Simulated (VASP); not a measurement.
Given:

```yaml
crystal:
  lattice:
    - [3.81770, 0.00000, 0.00000]
    - [-1.90885, 3.30622, 0.00000]
    - [0.00000, 0.00000, 6.54741]
  atoms:
    - { symbol: In, position: [0.00000, 0.00000, 0.00000] }
    - { symbol: In, position: [0.00000, 0.00000, 0.50000] }
    - { symbol: P, position: [0.33333, 0.66667, 0.25000] }
    - { symbol: P, position: [0.66667, 0.33333, 0.75000] }
```

Computed with PBEsol GGA, VASP's PBE PAW potentials (set 64) (plane waves; VASP 6.6.1). Run with 400 eV cut-off, 12×12×6 Γ-centred mesh, tetrahedra with Blöchl corrections, potentials In_d P.

The job: InP (relaxed from the NiAs type structure, space group P6_3/mmc), 4 atoms, PBEsol, static run, 400 eV, 12×12×6 Γ-centred mesh. Roughly how much core time does it take on a busy server core?

About 50 core-seconds (one run on a shared machine, a rough figure). It had 76 irreducible k-points, 22 bands, up to 1521 plane waves and 15 electronic steps.

The structure was generated: InP was put into the NiAs type type (P6_3/mmc), which need not be its known phase. It was relaxed first, which changed the volume by +10 %.
